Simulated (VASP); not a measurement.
Input:

```yaml
crystal:
  lattice:
    - [0.00000, 1.93656, 1.93656]
    - [1.93656, 0.00000, 1.93656]
    - [1.93656, 1.93656, 0.00000]
  atoms:
    - { symbol: Ir, position: [0.00000, 0.00000, 0.00000] }
```

Level of theory: PBE GGA, VASP's PBE PAW potentials (set 64) (plane waves; VASP). Numerical set-up: 500 eV cut-off, 16×16×16 Γ-centred mesh, first-order Methfessel-Paxton smearing of 0.10 eV, potentials Ir.

Unless said otherwise, spin-orbit coupling is left out, though it shifts the bands of the heavy elements here.

Problem. What does the run give for the energy per atom (σ→0), band gap (on the k-mesh) with the smallest direct gap where there is one?

Solution. 
* **band gap (on the k-mesh)**: none (metal, semimetal or under 0.01 eV)
* **energy per atom (σ→0)**: -8.841 eV/atom

Total energies compare only between runs with the same potentials, cut-off and functional.

The compound is Ir in the fcc structure. It was relaxed first.
